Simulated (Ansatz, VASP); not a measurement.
**One calculation of EuMg2Fe, two programs**

The input INCAR:

```
ALGO     = Normal         # electronic algorithm
EDIFF    = 1E-7           # SCF threshold, eV
ENCUT    = 520            # plane-wave cutoff, eV
GGA      = PE             # functional
ISIF     = 2              # what is computed and relaxed
ISMEAR   = -1             # smearing method
ISPIN    = 2              # spin polarisation
LASPH    = True           # aspherical terms in the spheres
LCHARG   = False          # write CHGCAR
LMAXMIX  = 6              # l up to which the mixer works
LORBIT   = 11             # projections on sites
LREAL    = False          # projectors in reciprocal space
LWAVE    = False          # write WAVECAR
MAGMOM   = 7 3 0 0        # initial moments
NBANDS   = 26             # bands
NELM     = 120            # most SCF steps
PREC     = Accurate       # precision mode
SIGMA    = 0.05           # smearing width, eV
```

The input KPOINTS:

```
k-points
0
Gamma
  6 6 5
```

Contents of POSCAR:

```
EuMg2Fe
1.0
    4.8738313003      0.0000000000      0.0000000000
   -2.4369156502      4.2208617199      0.0000000000
    0.0000000000      0.0000000000      5.1718674287
Eu Fe Mg
1 1 2
Direct
    0.0000000000      0.0000000000      0.5000000000
    0.0000000000      0.0000000000      0.0000000000
    0.3333333333      0.6666666667      0.0215600000
    0.6666666667      0.3333333333      0.9784400000
```

input.yaml

```yaml
crystal:
  lattice:
    - [4.8738313003, 0.0, 0.0]
    - [-2.4369156502, 4.2208617199, 0.0]
    - [0.0, 0.0, 5.1718674287]
  atoms:
    - { symbol: Eu, position: [0.0, 0.0, 0.5], spin: 7.0 }
    - { symbol: Fe, position: [0.0, 0.0, 0.0], spin: 3.0 }
    - { symbol: Mg, position: [0.3333333333, 0.6666666667, 0.02156] }
    - { symbol: Mg, position: [0.6666666667, 0.3333333333, 0.97844] }
hamiltonian:
  xc: pbe
  pseudopotentials: { kind: paw }
magnetization:
  spin_polarized: true
kpoints:
  mp_grid: { grid: [6, 6, 5] }
scf:
  occupations: { method: fermi_dirac, width: 0.05 }
output:
  forces: true
  stress: true
  eigenvalues: true
```

Change from the starting cell: volume scaled by 1.02.

Alike in both runs: task single point; functional PBE; k mesh 6 × 6 × 5; occupations fermi-dirac, width 0.05 eV; collinear spin, ferromagnetic start.

|  | VASP | Ansatz |
| --- | --- | --- |
| version | VASP 6.6.1 | Ansatz 0.2.0 |
| potentials or method | VASP PAW PBE potentials, release 64 (Eu, Fe, Mg) | Ansatz PAW |
| plane-wave cutoff (eV) | 520 | 420 |
| valence electrons in the cell | 29 | 53 |

|  | VASP | Ansatz | Ansatz less VASP |
| --- | --- | --- | --- |
| gap on the k mesh at the Fermi level (eV) | none | none | - |
| pressure (GPa) | -1.2 | -0.8 | +0.39 |
| largest component of the traceless stress (GPa) | 0.13 | 1.08 | +0.955 |
| rms of the force components (eV/Å) | 0.023 | 0.021 | -0.0019 |
| net moment per atom (μB) | 2.06 | 1.30 | -0.762 |
| size of the moment on the site where the two differ most (μB) | 1.44 | 2.08 | +0.641 |

The net moments differ so much that the two runs ended in different magnetic states, which moves the other rows too. Site moments also hang on the region over which each program counts them. Atom by atom the forces differ by 0.002 eV/Å (rms over components). A gap of «none» marks a metal or a gap that the smearing closes. The two sets of potentials don't hold the same shells in valence.

Caveats: spin-orbit coupling is left out, which moves the levels of the heavy elements; without U or exact exchange the open f shell lies at the Fermi level, which spoils levels, moments and volumes; the starting moments weren't kept (Ansatz). The state reached can hang on the start; a lower one may exist.
